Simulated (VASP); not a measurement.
An input for Quantum ESPRESSO's pw.x (written as the equivalent of a VASP run, and not itself run):

```
&CONTROL
  calculation = 'scf'
  pseudo_dir = './pseudo'
  outdir = './out'
  tprnfor = .true.
  tstress = .true.
/
&SYSTEM
  ibrav = 0
  nat = 4
  ntyp = 1
  ecutwfc = 82
  occupations = 'smearing'
  smearing = 'gaussian'
  degauss = 0.003675
  input_dft = 'pbe'
/
&ELECTRONS
  conv_thr = 7.3e-09
  electron_maxstep = 100
/
ATOMIC_SPECIES
  C 12.011 C.upf
CELL_PARAMETERS angstrom
     1.2336705   -2.1367795    0.0000000
     1.2336705    2.1367795    0.0000000
     0.0000000    0.0000000    7.9271404
ATOMIC_POSITIONS crystal
  C    1.0000000  0.0000000  0.2500000
  C    0.0000000  1.0000000  0.7500000
  C    0.3333330  0.6666670  0.2500000
  C    0.6666670  0.3333330  0.7500000
K_POINTS automatic
  10 10 4 0 0 0
```

### Question
Translate this input to VASP (INCAR, KPOINTS, POSCAR, choice of POTCAR).

### Answer
One answer among several that fit: 
File POSCAR:
```
C
1
    1.2336704860    -2.1367794642     0.0000000000
    1.2336704860     2.1367794642     0.0000000000
    0.0000000000     0.0000000000     7.9271403560
C
4
Direct
  1.0000000000   0.0000000000   0.2500000000
  0.0000000000   1.0000000000   0.7500000000
  0.3333330000   0.6666670000   0.2500000000
  0.6666670000   0.3333330000   0.7500000000
```

INCAR:
```
PREC = Accurate
LREAL = .FALSE.
LWAVE = .FALSE.
ALGO = Normal   ! blocked Davidson
ISIF = 2
SIGMA = 0.05   ! width (eV)
ENCUT = 600   ! plane-wave cut-off (eV)
GGA = PE   ! PBE
EDIFF = 1E-7   ! SCF stop (eV)
SYSTEM = C
NELM = 100   ! most electronic steps
LCHARG = .FALSE.
ISMEAR = 0
LASPH = .TRUE.   ! aspherical one-centre terms
```

**KPOINTS**
```
Automatic mesh
0
Gamma
10 10 4
0 0 0
```

POTCAR, in this order: C (PBE.64 set). Program: vasp_std.

What does not carry over: the potentials are each code's own (VASP's PAW set, PseudoDojo norm-conserving files in pw.x), so ENCUT and ecutwfc are chosen apart and not converted; conv_thr bounds pw.x's estimated SCF error, while EDIFF bounds the energy change between steps.

The compound is C in the graphite structure. It was relaxed first, which changed the volume by +19 %.
